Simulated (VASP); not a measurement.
VASP input:

**INCAR**
```
LASPH  =  T
NELM  =  100
EDIFF  =  1E-6   # SCF stop (eV)
ISMEAR  =  -1   # Fermi-Dirac
LREAL  =  F
ENCUT  =  400
LMAXMIX  =  6
LWAVE  =  F
ISIF  =  2   # forces and stress, cell fixed
ALGO  =  Normal   # blocked Davidson
GGA  =  PS
SYSTEM  =  LuN
SIGMA  =  0.05   # width (eV)
LCHARG  =  F
PREC  =  Accurate
```

**POSCAR**
```
LuN
1
    0.0000000000     2.3907910000     2.3907910000
    2.3907910000     0.0000000000     2.3907910000
    2.3907910000     2.3907910000     0.0000000000
Lu N
1 1
Direct
  0.0000000000   0.0000000000   0.0000000000
  0.5000000000   0.5000000000   0.5000000000
```

File KPOINTS:
```
Automatic mesh
0
Gamma
8 8 8
0 0 0
```

POTCAR, in this order: Lu_3 N (PBE.64 set). Program: vasp_std.

Problem. Translate this PBEsol calculation to Quantum ESPRESSO's pw.x.

Solution. One equivalent input (not run):
```
&CONTROL
  calculation = 'scf'
  pseudo_dir = './pseudo'
  outdir = './out'
  tprnfor = .true.
  tstress = .true.
/
&SYSTEM
  ibrav = 0
  nat = 2
  ntyp = 2
  ecutwfc = 100
  occupations = 'smearing'
  smearing = 'fermi-dirac'
  degauss = 0.003675
  input_dft = 'pbesol'
/
&ELECTRONS
  conv_thr = 7.3e-08
  electron_maxstep = 100
/
ATOMIC_SPECIES
  Lu 174.967 Lu.upf
  N 14.007 N.upf
CELL_PARAMETERS angstrom
     0.0000000    2.3907910    2.3907910
     2.3907910    0.0000000    2.3907910
     2.3907910    2.3907910    0.0000000
ATOMIC_POSITIONS crystal
  Lu   0.0000000  0.0000000  0.0000000
  N    0.5000000  0.5000000  0.5000000
K_POINTS automatic
  8 8 8 0 0 0
```
What does not carry over: the potentials are each code's own (VASP's PAW set, PseudoDojo norm-conserving files in pw.x), so ENCUT and ecutwfc are chosen apart and not converted; conv_thr bounds pw.x's estimated SCF error, while EDIFF bounds the energy change between steps.

The structure comes from a computed database's LuN entry (Fm-3m); how it stands against other phases isn't given here. The cell was not relaxed at this level.
